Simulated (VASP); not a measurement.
Level of theory: LDA (Ceperley-Alder, Perdew-Zunger), VASP's LDA PAW potentials (set 64) (plane waves; VASP).

A VASP calculation is set up with these files.

INCAR:
```
! general
SYSTEM    =  NaCl
PREC      =  Accurate
ENCUT     =  400   ! plane-wave cut-off (eV)
LREAL     =  .False.   ! projection in real space or not
LASPH     =  .True.

! electronic loop
EDIFF     =  1E-8   ! SCF stop (eV)
NELM      =  100   ! most electronic steps
ALGO      =  Normal

! smearing
ISMEAR    =  0   ! Gaussian
SIGMA     =  0.01

! ions
IBRION    =  8   ! DFPT with symmetry
NSW       =  1

! output
LWAVE     =  .False.
LCHARG    =  .False.

! other
LEPSILON  =  .True.
```

### KPOINTS
```
Automatic
0
Gamma
  8 8 8
0 0 0
```

### POSCAR
```
NaCl
1
    0.0000000000     2.7288016783     2.7288016783
    2.7288016783     0.0000000000     2.7288016783
    2.7288016783     2.7288016783     0.0000000000
Na Cl
1 1
Direct
  0.0000000000   0.0000000000   0.0000000000
  0.5000000000   0.5000000000   0.5000000000
```

POTCAR, in this order: Na_pv Cl (LDA.64 set). Program: vasp_std.

Output

OUTCAR:
```


 HEAD OF MICROSCOPIC STATIC DIELECTRIC TENSOR (INDEPENDENT PARTICLE, excluding Hartree and local field effects)
 ------------------------------------------------------
           2.977174     0.000000     0.000000
           0.000000     2.977174    -0.000000
           0.000000     0.000000     2.977174
 ------------------------------------------------------

 MACROSCOPIC STATIC DIELECTRIC TENSOR (including local field effects in DFT)
 ------------------------------------------------------
           2.670475     0.000000    -0.000000
           0.000000     2.670475    -0.000000
           0.000000     0.000000     2.670475
 ------------------------------------------------------

 PIEZOELECTRIC TENSOR (including local field effects)  for field in x, y, z        (e  Angst)
          XX          YY          ZZ          XY          YZ          ZX
  --------------------------------------------------------------------------------
  x     0.00000     0.00000     0.00000     0.00000     0.00000     0.00000
  y     0.00000     0.00000     0.00000     0.00000     0.00000     0.00000
  z     0.00000     0.00000     0.00000     0.00000     0.00000     0.00000

 PIEZOELECTRIC TENSOR (including local field effects)  for field in x, y, z        (C/m^2)
          XX          YY          ZZ          XY          YZ          ZX
  --------------------------------------------------------------------------------
  x     0.00000     0.00000     0.00000     0.00000     0.00000     0.00000
  y     0.00000     0.00000     0.00000     0.00000     0.00000     0.00000
  z     0.00000     0.00000     0.00000     0.00000     0.00000     0.00000

 BORN EFFECTIVE CHARGES (including local field effects) (in |e|, cummulative output)
 ---------------------------------------------------------------------------------
 ion    1
    1     1.07001     0.00000     0.00000
    2     0.00000     1.07001     0.00000
    3     0.00000     0.00000     1.07001
 ion    2
    1    -1.07001     0.00000     0.00000
    2     0.00000    -1.07001     0.00000
    3     0.00000     0.00000    -1.07001

   1 f  =    5.738361 THz    36.055186 2PiTHz  191.411124 cm-1    23.731944 meV

   2 f  =    5.738361 THz    36.055186 2PiTHz  191.411124 cm-1    23.731944 meV

   3 f  =    5.738361 THz    36.055186 2PiTHz  191.411124 cm-1    23.731944 meV

   4 f/i=    0.000887 THz     0.005572 2PiTHz    0.029582 cm-1     0.003668 meV

   5 f/i=    0.000887 THz     0.005572 2PiTHz    0.029582 cm-1     0.003668 meV

   6 f/i=    0.000887 THz     0.005572 2PiTHz    0.029582 cm-1     0.003668 meV

 MACROSCOPIC STATIC DIELECTRIC TENSOR IONIC CONTRIBUTION
 ------------------------------------------------------
           2.712910     0.000000     0.000000
           0.000000     2.712910     0.000000
           0.000000     0.000000     2.712910
 ------------------------------------------------------

 ELASTIC MODULI CONTR FROM IONIC RELAXATION (kBar)
 Direction    XX          YY          ZZ          XY          YZ          ZX
 --------------------------------------------------------------------------------
 XX           0.0000      0.0000      0.0000      0.0000      0.0000      0.0000
 YY           0.0000      0.0000      0.0000      0.0000      0.0000      0.0000
 ZZ           0.0000      0.0000      0.0000      0.0000      0.0000      0.0000
 XY           0.0000      0.0000      0.0000      0.0000      0.0000      0.0000
 YZ           0.0000      0.0000      0.0000      0.0000      0.0000      0.0000
 ZX           0.0000      0.0000      0.0000      0.0000      0.0000      0.0000
 --------------------------------------------------------------------------------

 PIEZOELECTRIC TENSOR IONIC CONTR  for field in x, y, z        (C/m^2)
          XX          YY          ZZ          XY          YZ          ZX
  --------------------------------------------------------------------------------
  x     0.00000     0.00000     0.00000     0.00000     0.00000     0.00000
  y     0.00000     0.00000     0.00000     0.00000     0.00000     0.00000
  z     0.00000     0.00000     0.00000     0.00000     0.00000     0.00000
```
(Selected blocks of OUTCAR.)

The compound is NaCl in the rock salt structure. It was relaxed first, which changed the volume by -9 %.
